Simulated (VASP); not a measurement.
Output of a VASP run:

OUTCAR:
```
 ion  position               nearest neighbor table
   1  0.665  0.665  0.000-   2 2.57   3 2.59   3 2.59   3 2.59   3 2.59   3 2.61   2 2.62   2 2.62
                             2 2.62   2 2.62
   2  0.335  0.335  0.000-   1 2.57   3 2.59   3 2.59   3 2.59   3 2.59   3 2.61   1 2.62   1 2.62
                             1 2.62   1 2.62
   3  0.000  0.000  0.000-   1 2.59   1 2.59   1 2.59   2 2.59   1 2.59   2 2.59   2 2.59   2 2.59
                             1 2.61   2 2.61
  LATTYP: Found a body centered tetragonal cell.
 ALAT       =     3.1858659574
 C/A-ratio  =     2.4479800609
 Subroutine PRICEL returns:
 Original cell was already a primitive cell.
 Subroutine GETGRP returns: Found 16 space group operations
The static configuration has the point symmetry D_4h.
The dynamic configuration has the point symmetry D_4h.
 Subroutine INISYM returns: Found 16 space group operations
 Subroutine IBZKPT returns following result:
 Found    163 irreducible k-points:

 Following reciprocal coordinates:
            Coordinates               Weight
  0.000000  0.000000  0.000000      1.000000
  0.083333  0.000000  0.000000      8.000000
  0.166667  0.000000  0.000000      8.000000
  0.250000  0.000000 -0.000000      8.000000
  0.333333  0.000000 -0.000000      8.000000
  0.416667  0.000000 -0.000000      8.000000
  0.500000  0.000000 -0.000000      4.000000
  0.083333  0.083333  0.000000      8.000000
  0.166667  0.083333  0.000000     16.000000
  0.250000  0.083333 -0.000000     16.000000
  0.333333  0.083333  0.000000     16.000000
  0.416667  0.083333  0.000000     16.000000
  0.500000  0.083333 -0.000000     16.000000
 -0.416667  0.083333  0.000000     16.000000
 -0.333333  0.083333  0.000000     16.000000
 -0.250000  0.083333  0.000000     16.000000
 -0.166667  0.083333  0.000000     16.000000
 -0.083333  0.083333  0.000000      4.000000
  0.166667  0.166667  0.000000      8.000000
  0.250000  0.166667 -0.000000     16.000000
  0.333333  0.166667 -0.000000     16.000000
  0.416667  0.166667 -0.000000     16.000000
  0.500000  0.166667 -0.000000     16.000000
 -0.416667  0.166667  0.000000     16.000000
 -0.333333  0.166667  0.000000     16.000000
 -0.250000  0.166667  0.000000     16.000000
 -0.166667  0.166667  0.000000      4.000000
  0.250000  0.250000 -0.000000      8.000000
  0.333333  0.250000 -0.000000     16.000000
  0.416667  0.250000  0.000000     16.000000
  0.500000  0.250000  0.000000     16.000000
 -0.416667  0.250000  0.000000     16.000000
 -0.333333  0.250000 -0.000000     16.000000
 -0.250000  0.250000  0.000000      4.000000
  0.333333  0.333333 -0.000000      8.000000
  0.416667  0.333333  0.000000     16.000000
  0.500000  0.333333  0.000000     16.000000
 -0.416667  0.333333  0.000000     16.000000
 -0.333333  0.333333  0.000000      4.000000
  0.416667  0.416667 -0.000000      8.000000
   k-points           NKPTS =    163   k-points in BZ     NKDIM =    163   number of bands    NBANDS=     15
   number of dos      NEDOS =    301   number of ions     NIONS =      3
   total plane-waves  NPLWV =  46656
   dimension x,y,z NGX =    36 NGY =   36 NGZ =   36
   dimension x,y,z NGXF=    72 NGYF=   72 NGZF=   72
   ions per type =               2   1
   PREC   = accura    normal or accurate (medium, high low for compatibility)
   ISTART =      0    job   : 0-new  1-cont  2-samecut
   ICHARG =      2    charge: 1-file 2-atom 10-const
   ISPIN  =      1    spin polarized calculation?
   LNONCOLLINEAR =      F non collinear calculations
   LSORBIT =      F    spin-orbit coupling
   INIWAV =      1    electr: 0-lowe 1-rand  2-diag
   ENCUT  =  520.0 eV  38.22 Ry    6.18 a.u.   8.37  8.37  8.37*2*pi/ulx,y,z
   NELM   =    100;   NELMIN=  2; NELMDL= -5     # of ELM steps
   EDIFF  = 0.1E-05   stopping-criterion for ELM
   LREAL  =      F    real-space projection
   NLSPLINE    = F    spline interpolate recip. space projectors
   LMAXMIX     =    4 max onsite mixed and CHGCAR
...
```

File OSZICAR:
```
       N       E                     dE             d eps       ncg     rms          rms(c)
DAV:   1     0.121811284571E+03    0.12181E+03   -0.11559E+04  4890   0.140E+03
DAV:   2    -0.227135363555E+02   -0.14452E+03   -0.14273E+03  5996   0.339E+02
DAV:   3    -0.256698464110E+02   -0.29563E+01   -0.29276E+01  6598   0.440E+01
DAV:   4    -0.256831898013E+02   -0.13343E-01   -0.13337E-01  5520   0.349E+00
DAV:   5    -0.256833068168E+02   -0.11702E-03   -0.11701E-03  6731   0.299E-01    0.235E+01
DAV:   6    -0.248888157091E+02    0.79449E+00   -0.69552E+00  5744   0.185E+01    0.532E+00
DAV:   7    -0.247578093675E+02    0.13101E+00   -0.10173E+00  5535   0.650E+00    0.484E+00
DAV:   8    -0.247141040630E+02    0.43705E-01   -0.13181E-01  5891   0.299E+00    0.452E-01
DAV:   9    -0.247130042572E+02    0.10998E-02   -0.23929E-03  5975   0.442E-01    0.247E-01
DAV:  10    -0.247128812237E+02    0.12303E-03   -0.67295E-04  5947   0.252E-01    0.671E-02
DAV:  11    -0.247128663997E+02    0.14824E-04   -0.24081E-04  5793   0.124E-01    0.357E-02
DAV:  12    -0.247128617709E+02    0.46288E-05   -0.28486E-05  5548   0.394E-02    0.688E-03
DAV:  13    -0.247128615124E+02    0.25851E-06   -0.60667E-07  3236   0.717E-03
   1 F= -.24712862E+02 E0= -.24712735E+02  d E =-.247129E+02
       N       E                     dE             d eps       ncg     rms          rms(c)
DAV:   1    -0.247167645652E+02   -0.39028E-02   -0.13618E-01  5268   0.358E+00    0.322E-01
DAV:   2    -0.247140128819E+02    0.27517E-02   -0.50241E-03  6010   0.575E-01    0.161E-01
DAV:   3    -0.247132985718E+02    0.71431E-03   -0.20591E-03  6206   0.363E-01    0.651E-02
DAV:   4    -0.247132768441E+02    0.21728E-04   -0.13094E-04  5590   0.874E-02    0.234E-02
DAV:   5    -0.247132744841E+02    0.23600E-05   -0.65193E-06  5912   0.167E-02    0.110E-02
DAV:   6    -0.247132742940E+02    0.19011E-06   -0.10809E-06  3207   0.695E-03
   2 F= -.24713274E+02 E0= -.24713231E+02  d E =-.412782E-03
       N       E                     dE             d eps       ncg     rms          rms(c)
DAV:   1    -0.247137750372E+02   -0.50055E-03   -0.14536E-02  5310   0.117E+00    0.105E-01
DAV:   2    -0.247134820935E+02    0.29294E-03   -0.52270E-04  5996   0.186E-01    0.526E-02
DAV:   3    -0.247134048461E+02    0.77247E-04   -0.22613E-04  6248   0.121E-01    0.200E-02
DAV:   4    -0.247134032752E+02    0.15709E-05   -0.12530E-05  5450   0.269E-02    0.749E-03
DAV:   5    -0.247134029999E+02    0.27528E-06   -0.59273E-07  2865   0.512E-03
   3 F= -.24713403E+02 E0= -.24713331E+02  d E =-.541488E-03
```

File OUTCAR:
```
------------------------ aborting loop because EDIFF is reached ----------------------------------------
  FORCE on cell =-STRESS in cart. coord.  units (eV):
  Direction    XX          YY          ZZ          XY          YZ          ZX
  --------------------------------------------------------------------------------------
  Total       -0.0148650     -0.0148650     -0.0525157      0.0000000      0.0000000      0.0000000
  in kB       -0.6017748     -0.6017748     -2.1259712      0.0000000      0.0000000      0.0000000
  external PRESSURE =      -1.1098402 kB  Pullay stress =       0.0000000 kB
  volume of cell :       39.58
      direct lattice vectors                 reciprocal lattice vectors
    -1.590999302  1.590999302  3.908790745     0.000000000  0.314267894  0.127916799
     1.590999302 -1.590999302  3.908790745     0.314267894  0.000000000  0.127916799
     1.590999302  1.590999302 -3.908790745     0.314267894  0.314267894  0.000000000
 POSITION                                       TOTAL-FORCE (eV/Angst)
 -----------------------------------------------------------------------------------
      0.00000      0.00000      5.19978        -0.000000     -0.000000      0.019231
      0.00000      0.00000      2.61780         0.000000      0.000000     -0.019231
      0.00000      0.00000      0.00000         0.000000      0.000000     -0.000000
 -----------------------------------------------------------------------------------
    total drift:                               -0.000000      0.000000     -0.000000
  FREE ENERGIE OF THE ION-ELECTRON SYSTEM (eV)
  ---------------------------------------------------
  free  energy   TOTEN  =       -24.7134029999 eV

  energy  without entropy=      -24.7131857996  energy(sigma->0) =      -24.71333060

 reached required accuracy - stopping structural energy minimisation
```
(Selected blocks of OUTCAR.)

File POSCAR:
```
MoSi2
1
   -1.5929329787     1.5929329787     3.8994681702
    1.5929329787    -1.5929329787     3.8994681702
    1.5929329787     1.5929329787    -3.8994681702
Si Mo
2 1
Direct
  0.6648647280   0.6648647280   0.0000000000
  0.3351352720   0.3351352720   0.0000000000
  0.0000000000   0.0000000000   0.0000000000
```

Write an INCAR and KPOINTS that could have produced this output.

This is not unique; one that fits is the input of the run itself, AM05 GGA, plane waves, VASP's PBE PAW potentials (set 64).

### INCAR
```
SYSTEM = MoSi2
PREC = Accurate
ENCUT = 520
EDIFF = 1E-6
NELM = 100
ALGO = Normal
LREAL = .FALSE.
LASPH = .TRUE.
ISMEAR = 1
SIGMA = 0.1
GGA = AM
LMAXMIX = 4
LWAVE = .FALSE.
LCHARG = .FALSE.
IBRION = 2
ISIF = 3
NSW = 60
EDIFFG = -0.02
```

### KPOINTS
```
Automatic mesh
0
Gamma
12 12 12
0 0 0
```

POTCAR, in this order: Si Mo_sv (PBE.64 set). Program: vasp_std.

The compound is MoSi2 in the MoSi2 type structure. This run relaxes it. Symmetry was kept, so distortions that lower it aren't found. The start is the result of an earlier pass.
